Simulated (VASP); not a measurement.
G0W0@PBE gap of BAs (zinc blende) on a 4×4×4 Γ-centred mesh, against NBANDS, at ENCUTGW = 200 and NOMEGA = 64; VASP with its GW potentials, 500 eV. The gap is the smallest on this mesh. Fit it as a straight line in 1/NBANDS.

| NBANDS | gap (eV) |
|---|---|
| 96 | 1.897 |
| 144 | 1.917 |
| 224 | 1.922 |
| 320 | 1.931 |

**Question.** Fit the rows as the text says and predict the value at 448.

**Answer.** The intercept, the limit in NBANDS alone, is 1.944 eV. The line misses the rows by up to 0.003 and gives 1.934 at 448. The run gave 1.932, -0.002 from the line.

Left out are failed runs, those that VASP or the mesh makes unfit, and the lowest settings.

The compound is BAs in the zinc blende structure. The cell was not relaxed at this level.
